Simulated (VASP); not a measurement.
Data:

```xyz
1
Lattice="-1.6100 1.6100 1.6100 1.6100 -1.6100 1.6100 1.6100 1.6100 -1.6100" Properties=species:S:1:pos:R:3 pbc="T T T"
Nb     0.0000     0.0000     0.0000
```

Calculation: LDA (Ceperley-Alder, Perdew-Zunger), VASP's LDA PAW potentials (set 64) (plane waves; VASP 6.6.1). Run with 500 eV cut-off, 16×16×16 Γ-centred mesh, first-order Methfessel-Paxton smearing of 0.10 eV, potentials Nb_sv.

Energy and stress use the plane-wave basis of the starting cell.

### Question
The ions, cell shape and volume at an external pressure of 10.0 GPa are relaxed. What does this cell relax into?

### Answer

```xyz
1
Lattice="-1.5986 1.5986 1.5986 1.5986 -1.5986 1.5986 1.5986 1.5986 -1.5986" Properties=species:S:1:pos:R:3 pbc="T T T"
Nb     0.0000     0.0000     0.0000
```
Space group Im-3m (229), at a tolerance of 0.03 Å.

### Question
How do energy and volume change from the first to the last step?

### Answer
The energy (σ→0) changes by +16.4 meV/atom and the volume by -2.1 %, in 3 ionic steps.

The compound is Nb in the bcc structure. This run relaxes it under an external pressure of 10 GPa. Symmetry was kept, so distortions that lower it aren't found.
